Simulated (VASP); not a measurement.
# Ca2Ru2O7 with r2SCAN: from relaxation to properties, part 4 of 6

Wanted: the relaxed cell of Ca2Ru2O7 and its properties. Left out of this account: 1 further run (relaxation: a spoilt try). The start is a computed cell from the Materials Project.

VASP 6.6.1; r2SCAN, no spin polarisation; plane waves and PAW (Ca_sv, Ru_pv, O).

Still holding for the runs below: This run has no spin polarisation, although Ru can carry a moment.

So far. Step 5 (Bands along the symmetry lines (r2SCAN)): There is no gap at this level. Step 6 (Density of states (r2SCAN)): The finer mesh and the other smearing move the Fermi level by -0.01 eV from the 4×4×4 run, a small shift, which tests the Fermi level alone. Of the states within 0.3 eV of the Fermi level, the largest shares in the PAW spheres are Ru d 54 % and O p 31 %. The rest lies in smaller channels or between the spheres.

## (7) Independent-particle dielectric function (r2SCAN)

LOPTICS sums transitions from filled to empty bands. NBANDS is raised for it.

Input file INCAR:

```
SYSTEM = Ca2Ru2O7
PREC = Accurate
ENCUT = 520
EDIFF = 1E-06
NELM = 100
ISMEAR = 0
SIGMA = 0.05
LREAL = Auto
ALGO = Normal
METAGGA = R2SCAN
LASPH = .TRUE.
NBANDS = 266
LORBIT = 11
LWAVE = .FALSE.
LCHARG = .FALSE.
KPAR = 8
LOPTICS = .TRUE.
NEDOS = 1500
CSHIFT = 0.1
```

Input file POSCAR:

```
Ca2Ru2O7
1.0
    0.0000000000      5.0898448751      5.0898448751
    5.0898448751      0.0000000000      5.0898448751
    5.0898448751      5.0898448751      0.0000000000
Ca Ru O
4 4 14
Direct
    0.1250000000      0.6250000000      0.1250000000
    0.1250000000      0.1250000000      0.6250000000
    0.6250000000      0.1250000000      0.1250000000
    0.1250000000      0.1250000000      0.1250000000
    0.1250000000      0.6250000000      0.6250000000
    0.6250000000      0.1250000000      0.6250000000
    0.6250000000      0.6250000000      0.1250000000
    0.6250000000      0.6250000000      0.6250000000
    0.6926245269      0.6926245269      0.3073754731
    0.6926245269      0.3073754731      0.6926245269
    0.9426245269      0.5573754731      0.5573754731
    0.6926245269      0.3073754731      0.3073754731
    0.5573754731      0.9426245269      0.9426245269
    0.3073754731      0.3073754731      0.6926245269
    0.9426245269      0.9426245269      0.5573754731
    0.0000000000      0.0000000000      0.0000000000
    0.5573754731      0.5573754731      0.9426245269
    0.9426245269      0.5573754731      0.9426245269
    0.5573754731      0.9426245269      0.5573754731
    0.2500000000      0.2500000000      0.2500000000
    0.3073754731      0.6926245269      0.3073754731
    0.3073754731      0.6926245269      0.6926245269
```

Input file KPOINTS:

```
Automatic mesh
0
Gamma
6 6 6
0 0 0
```

PAW data sets: Ca_sv, Ru_pv and O (PBE family, release 64).

Launch:

```console
> mpirun -np 8 vasp_std
```

What it wrote:

```text
[... set-up lines as in an earlier step ...]
 entering main loop
       N       E                     dE             d eps       ncg     rms          rms(c)
DAV:   1     0.187402154482E+04    0.18740E+04   -0.79309E+04  8512   0.716E+02
DAV:   2    -0.196499533688E+03   -0.20705E+04   -0.18881E+04  9210   0.267E+02
DAV:   3    -0.348632031241E+03   -0.15213E+03   -0.14658E+03 10280   0.763E+01
DAV:   4    -0.355562877561E+03   -0.69308E+01   -0.67492E+01 12480   0.987E+00
DAV:   5    -0.355689345448E+03   -0.12647E+00   -0.12644E+00  9776   0.150E+00    0.863E+01
DAV:   6    -0.259500033600E+03    0.96189E+02   -0.31630E+01  9672   0.292E+01    0.276E+01
DAV:   7    -0.257550983076E+03    0.19491E+01   -0.15426E+01  9560   0.144E+01    0.207E+01
DAV:   8    -0.255692729215E+03    0.18583E+01   -0.87302E-01  9760   0.452E+00    0.576E+00
DAV:   9    -0.255808777256E+03   -0.11605E+00   -0.52383E-01  9568   0.174E+00    0.181E+00
DAV:  10    -0.255763753953E+03    0.45023E-01   -0.38110E-02  9680   0.604E-01    0.915E-01
DAV:  11    -0.255769667494E+03   -0.59135E-02   -0.15386E-02  9392   0.259E-01    0.504E-01
DAV:  12    -0.255765388939E+03    0.42786E-02   -0.67777E-03  9488   0.186E-01    0.124E-01
DAV:  13    -0.255765241800E+03    0.14714E-03   -0.10614E-03  9416   0.513E-02    0.848E-02
DAV:  14    -0.255765177758E+03    0.64043E-04   -0.43871E-05  9696   0.182E-02    0.219E-02
DAV:  15    -0.255765178354E+03   -0.59657E-06   -0.21684E-05  9640   0.140E-02    0.832E-03
DAV:  16    -0.255765179795E+03   -0.14408E-05   -0.38388E-06  9640   0.385E-03    0.812E-03
DAV:  17    -0.255765179429E+03    0.36637E-06   -0.54806E-07  6800   0.190E-03
   1 F= -.25576518E+03 E0= -.25575511E+03  d E =-.201376E-01
 optical routines
 imaginary and real dielectric function
 direction            1
 direction            2
 direction            3
```

Elapsed: 10 min, on 8 MPI ranks of Intel Xeon 6975P-C (Granite Rapids), shared host; peak memory 12 GiB; 71 min of CPU time.

From OUTCAR (step 7):

```text
   k-points           NKPTS =     16   k-points in BZ     NKDIM =     16   number of bands    NBANDS=    266

   NELECT =     180.0000    total number of electrons

 E-fermi :   4.1055

 k-point     1 :       0.0000    0.0000    0.0000
  band No.  band energies     occupation
    ...
     88       3.8014      2.00000
     89       3.8014      2.00000
     90       4.0296      1.96822
     91       4.0296      1.96822
     92       4.0296      1.96822
     93       4.5578      0.00000
     94       5.0527      0.00000
     95       5.0527      0.00000
     96       5.0527      0.00000
     97       6.7821      0.00000
    ...

  Total        0.0352011      0.0352011      0.0352011      0.0000000     -0.0000000      0.0000000
  in kB        0.2138566      0.2138566      0.2138566      0.0000000     -0.0000000      0.0000000
  external PRESSURE =       0.2138566 kB  Pullay stress =       0.0000000 kB

 POSITION                                       TOTAL-FORCE (eV/Angst)
 -----------------------------------------------------------------------------------
      3.81738      1.27246      3.81738        -0.000000     -0.000000     -0.000000
      3.81738      3.81738      1.27246        -0.000000     -0.000000     -0.000000
      1.27246      3.81738      3.81738        -0.000000     -0.000000     -0.000000
      1.27246      1.27246      1.27246        -0.000000     -0.000000     -0.000000
      6.36231      3.81738      3.81738        -0.000000     -0.000000     -0.000000
      3.81738      6.36231      3.81738        -0.000000     -0.000000     -0.000000
      3.81738      3.81738      6.36231        -0.000000     -0.000000     -0.000000
      6.36231      6.36231      6.36231        -0.000000     -0.000000     -0.000000
      5.08984      5.08984      7.05070        -0.000000     -0.000000      0.003096
      5.08984      7.05070      5.08984        -0.000000      0.003096     -0.000000
      5.67391      7.63477      7.63477        -0.003096     -0.000000     -0.000000
      3.12899      5.08984      5.08984        -0.003096     -0.000000     -0.000000
      9.59563      7.63477      7.63477         0.003096     -0.000000     -0.000000
      5.08984      5.08984      3.12899        -0.000000     -0.000000     -0.003096
      7.63477      7.63477      9.59563        -0.000000     -0.000000      0.003096
      0.00000      0.00000      0.00000        -0.000000     -0.000000     -0.000000
      7.63477      7.63477      5.67391        -0.000000     -0.000000     -0.003096
      7.63477      9.59563      7.63477        -0.000000      0.003096     -0.000000
      7.63477      5.67391      7.63477        -0.000000     -0.003096     -0.000000
      2.54492      2.54492      2.54492        -0.000000     -0.000000     -0.000000
      5.08984      3.12899      5.08984        -0.000000     -0.003096     -0.000000
      7.05070      5.08984      5.08984         0.003096     -0.000000     -0.000000
 -----------------------------------------------------------------------------------
    total drift:                                0.000000      0.000000      0.000000

  FREE ENERGIE OF THE ION-ELECTRON SYSTEM (eV)
  ---------------------------------------------------
  free  energy   TOTEN  =      -255.7651794286 eV

  energy  without entropy=     -255.7450418739  energy(sigma->0) =     -255.75511065

 plasma frequency squared (from intraband transitions) (eV^2)
  --------------------------------------------------------------------------------------
       2.457       0.000       0.000
       0.000       2.457       0.000
       0.000       0.000       2.457

[... 8 parts as in an earlier step ...]

[... 8 further parts left out ...]
```

These are independent-particle spectra without excitons or local fields, and fine structure depends on the mesh and on CSHIFT. The intraband (Drude) part is not in this spectrum.

Numbers from this step:

| Item | Value |
| --- | --- |
| SCF cycles | 17 |
| bands | 266 |
| free energy (TOTEN) | -255.7652 eV |
| energy at zero smearing | -255.7551 eV |
| pressure | 0.02139 GPa |

The imaginary dielectric function, xx has structure finer than the step of the table below, so its rows give means over 1 eV, whole bins alone (the curve runs from 0 to 25.0 eV). Peaks (eV: height): 0.1: 111.

Imaginary dielectric function, xx against photon energy; means over each step:

```csv
photon energy (eV),"imaginary dielectric function, xx"
1,22.9
2,3.38
3,2.58
4,3.95
5,3.26
6,3.18
7,4.13
8,3.40
9,2.74
10,2.92
11,2.36
12,1.09
13,1.08
14,1.19
15,1.17
16,1.23
17,1.17
18,1.14
19,1.56
20,1.40
21,1.31
22,1.32
23,1.17
24,1.07
```

Real dielectric function, xx against photon energy:

photon energy (eV), real dielectric function, xx and a bar from the least value:
```
        0        228 ##############################
        1        -13 
        2          1 ##
        3          2 ##
        4          3 ##
        5          3 ##
        6          3 ##
        7          3 ##
        8          0 ##
        9          1 ##
       10          2 ##
       11         -1 ##
       12          0 ##
       13          1 ##
       14          1 ##
       15          1 ##
       16          1 ##
       17          1 ##
       18          1 ##
       19          1 ##
       20          1 ##
       21          1 ##
       22          1 ##
       23          1 ##
       24          1 ##
```

## (8) Volume scan with r2SCAN

An equation of state needs energies on both sides of the minimum, all on one mesh and cutoff.

INCAR, as its differences from that of step 7:

```diff
@@ -11,3 +11,3 @@
 LASPH = .TRUE.
-NBANDS = 266
+NBANDS = 112
 LORBIT = 11
@@ -16,4 +16,2 @@
 KPAR = 8
-LOPTICS = .TRUE.
-NEDOS = 1500
-CSHIFT = 0.1
+ISIF = 2
```

POSCAR, as its differences from that of step 7:

```diff
@@ -2,5 +2,5 @@
 1.0
-    0.0000000000      5.0898448751      5.0898448751
-    5.0898448751      0.0000000000      5.0898448751
-    5.0898448751      5.0898448751      0.0000000000
+    0.0000000000      4.9859413352      4.9859413352
+    4.9859413352      0.0000000000      4.9859413352
+    4.9859413352      4.9859413352      0.0000000000
 Ca Ru O
```

Input file KPOINTS:

```
Automatic mesh
0
Gamma
4 4 4
0 0 0
```

Launch:

```console
> mpirun -np 8 vasp_std
```

What it wrote:

```text
[... set-up lines as in an earlier step ...]
 entering main loop
       N       E                     dE             d eps       ncg     rms          rms(c)
DAV:   1     0.204556667702E+04    0.20456E+04   -0.10199E+05  1792   0.172E+03
DAV:   2    -0.110078166576E+03   -0.21556E+04   -0.20638E+04  1896   0.523E+02
DAV:   3    -0.345335477443E+03   -0.23526E+03   -0.23159E+03  2304   0.161E+02
DAV:   4    -0.354222194835E+03   -0.88867E+01   -0.88299E+01  2664   0.294E+01
DAV:   5    -0.354760499518E+03   -0.53830E+00   -0.53718E+00  2880   0.497E+00    0.983E+01
DAV:   6    -0.255615509038E+03    0.99145E+02   -0.21425E+02  2120   0.673E+01    0.239E+01
DAV:   7    -0.256143887384E+03   -0.52838E+00   -0.49204E+01  2104   0.323E+01    0.263E+01
DAV:   8    -0.254995751399E+03    0.11481E+01   -0.45560E+00  2304   0.104E+01    0.810E+00
DAV:   9    -0.255086259497E+03   -0.90508E-01   -0.10187E+00  2232   0.327E+00    0.187E+00
DAV:  10    -0.255074640911E+03    0.11619E-01   -0.15418E-01  2536   0.110E+00    0.795E-01
DAV:  11    -0.255073425735E+03    0.12152E-02   -0.21265E-02  2208   0.757E-01    0.450E-01
DAV:  12    -0.255072586689E+03    0.83905E-03   -0.50773E-03  2424   0.397E-01    0.195E-01
DAV:  13    -0.255072817578E+03   -0.23089E-03   -0.37236E-03  2272   0.205E-01    0.116E-01
DAV:  14    -0.255072660056E+03    0.15752E-03   -0.54622E-04  2096   0.981E-02    0.466E-02
DAV:  15    -0.255072644989E+03    0.15067E-04   -0.32014E-04  2216   0.518E-02    0.197E-02
DAV:  16    -0.255072641772E+03    0.32178E-05   -0.47347E-05  2048   0.233E-02    0.612E-03
DAV:  17    -0.255072641279E+03    0.49281E-06   -0.46084E-06  1664   0.725E-03
   1 F= -.25507264E+03 E0= -.25506473E+03  d E =-.158221E-01
```

It took 2.8 min on 8 MPI ranks; peak memory 4 GiB.

From OUTCAR (step 8):

```text
   ENCUT  =  520.0 eV  38.22 Ry    6.18 a.u.  13.11 13.11 13.11*2*pi/ulx,y,z

   NELECT =     180.0000    total number of electrons

 E-fermi :   4.8563

 k-point     1 :       0.0000    0.0000    0.0000
  band No.  band energies     occupation
    ...
     88       4.4361      2.00000
     89       4.4361      2.00000
     90       4.7435      1.99858
     91       4.7435      1.99858
     92       4.7435      1.99858
     93       5.3455      0.00000
     94       5.8868      0.00000
     95       5.8868      0.00000
     96       5.8868      0.00000
     97       7.8228      0.00000
    ...

  Total       21.4798964     21.4798964     21.4798964      0.0000000      0.0000000     -0.0000000
  in kB      138.8261490    138.8261490    138.8261490      0.0000000      0.0000000     -0.0000000
  external PRESSURE =     138.8261490 kB  Pullay stress =       0.0000000 kB

 POSITION                                       TOTAL-FORCE (eV/Angst)
 -----------------------------------------------------------------------------------
      3.73946      1.24649      3.73946        -0.000000     -0.000000     -0.000000
      3.73946      3.73946      1.24649        -0.000000     -0.000000     -0.000000
      1.24649      3.73946      3.73946        -0.000000     -0.000000     -0.000000
      1.24649      1.24649      1.24649        -0.000000     -0.000000     -0.000000
      6.23243      3.73946      3.73946        -0.000000     -0.000000     -0.000000
      3.73946      6.23243      3.73946        -0.000000     -0.000000     -0.000000
      3.73946      3.73946      6.23243        -0.000000     -0.000000     -0.000000
      6.23243      6.23243      6.23243        -0.000000     -0.000000     -0.000000
      4.98594      4.98594      6.90677        -0.000000     -0.000000      0.439529
      4.98594      6.90677      4.98594        -0.000000      0.439529     -0.000000
      5.55808      7.47891      7.47891        -0.439529     -0.000000     -0.000000
      3.06511      4.98594      4.98594        -0.439529     -0.000000     -0.000000
      9.39974      7.47891      7.47891         0.439529     -0.000000     -0.000000
      4.98594      4.98594      3.06511        -0.000000     -0.000000     -0.439529
      7.47891      7.47891      9.39974        -0.000000     -0.000000      0.439529
      0.00000      0.00000      0.00000        -0.000000     -0.000000     -0.000000
      7.47891      7.47891      5.55808        -0.000000     -0.000000     -0.439529
      7.47891      9.39974      7.47891        -0.000000      0.439529     -0.000000
      7.47891      5.55808      7.47891        -0.000000     -0.439529     -0.000000
      2.49297      2.49297      2.49297        -0.000000     -0.000000     -0.000000
      4.98594      3.06511      4.98594        -0.000000     -0.439529     -0.000000
      6.90677      4.98594      4.98594         0.439529     -0.000000     -0.000000
 -----------------------------------------------------------------------------------
    total drift:                                0.000000      0.000000      0.000000

  FREE ENERGIE OF THE ION-ELECTRON SYSTEM (eV)
  ---------------------------------------------------
  free  energy   TOTEN  =      -255.0726412788 eV

  energy  without entropy=     -255.0568191502  energy(sigma->0) =     -255.06473021

[... 5 parts as in an earlier step ...]

[... 11 further parts left out ...]
```

The scan keeps the cell's shape and the fractional positions fixed.

This step gave:

* bands: 112
* irreducible k-points: 8
* free energy (TOTEN): -255.0726 eV
* energy at zero smearing: -255.0647 eV
* Fermi energy: 4.856 eV
* pressure: 13.88 GPa

Force by atom:

```csv
atom,x (eV/Å),y (eV/Å),z (eV/Å),size
Ca1,0.000,0.000,0.000,0.000
Ca2,0.000,0.000,0.000,0.000
Ca3,0.000,0.000,0.000,0.000
Ca4,0.000,0.000,0.000,0.000
Ru5,0.000,0.000,0.000,0.000
Ru6,0.000,0.000,0.000,0.000
Ru7,0.000,0.000,0.000,0.000
Ru8,0.000,0.000,0.000,0.000
O9,0.000,0.000,0.440,0.440
O10,0.000,0.440,0.000,0.440
O11,-0.440,0.000,0.000,0.440
O12,-0.440,0.000,0.000,0.440
O13,0.440,0.000,0.000,0.440
O14,0.000,0.000,-0.440,0.440
O15,0.000,0.000,0.440,0.440
O16,0.000,0.000,0.000,0.000
O17,0.000,0.000,-0.440,0.440
O18,0.000,0.440,0.000,0.440
O19,0.000,-0.440,0.000,0.440
O20,0.000,0.000,0.000,0.000
O21,0.000,-0.440,0.000,0.440
O22,0.440,0.000,0.000,0.440
```

The pressure here is 13.88 GPa.

(Part 4 of 6 ends here.)

[Lines on the potential files, build, host, timing and source positions are cut from VASP's logs without a mark.]

[Logs are printed without paths, hosts, clocks, repeated set-up lines and the standing remarks that a program may print on its own settings, such as how far it seeks lower states.]

[Hosts, paths, dates, database ids (printed as entryN), source tags and the programs' standing remarks are cut or masked in the printed files.]

[A measured line is paired with the nearest computed mode of its activity, which favours agreement.]
